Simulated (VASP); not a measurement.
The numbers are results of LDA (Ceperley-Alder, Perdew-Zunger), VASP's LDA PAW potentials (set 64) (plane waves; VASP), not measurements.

A VASP calculation is set up with these files.

**POSCAR**
```
TiSi2
1
    1.7737540000    -6.7924000000     0.0000000000
    1.7737540000     6.7924000000     0.0000000000
    0.0000000000     0.0000000000     3.5826390000
Ti Si
2 4
Direct
  0.8968800000   0.1031200000   0.7500000000
  0.1031200000   0.8968800000   0.2500000000
  0.5582500000   0.4417500000   0.7500000000
  0.4417500000   0.5582500000   0.2500000000
  0.2496900000   0.7503100000   0.7500000000
  0.7503100000   0.2496900000   0.2500000000
```

**INCAR**
```
ALGO = Normal
EDIFF = 1E-6
ENCUT = 300
ISIF = 2
ISMEAR = 0
LASPH = .TRUE.
LCHARG = .FALSE.
LMAXMIX = 4
LREAL = .FALSE.
LWAVE = .FALSE.
NELM = 100
PREC = Accurate
SIGMA = 0.1
SYSTEM = TiSi2
```

File KPOINTS:
```
Automatic mesh
0
Gamma
9 9 8
0 0 0
```

POTCAR, in this order: Ti_sv Si (LDA.64 set). Program: vasp_std.

What will the output report for the number of irreducible k-points (NKPTS), largest plane-wave count, number of space-group operations, FFT grid (NGX, NGY, NGZ)?

* **number of irreducible k-points (NKPTS)**: 125
* **largest plane-wave count**: 1036
* **number of space-group operations**: 8
* **FFT grid (NGX, NGY, NGZ)**: 40 × 40 × 20

The structure comes from a computed database's TiSi2 entry; how it stands against other phases isn't given here. The cell was not relaxed at this level.
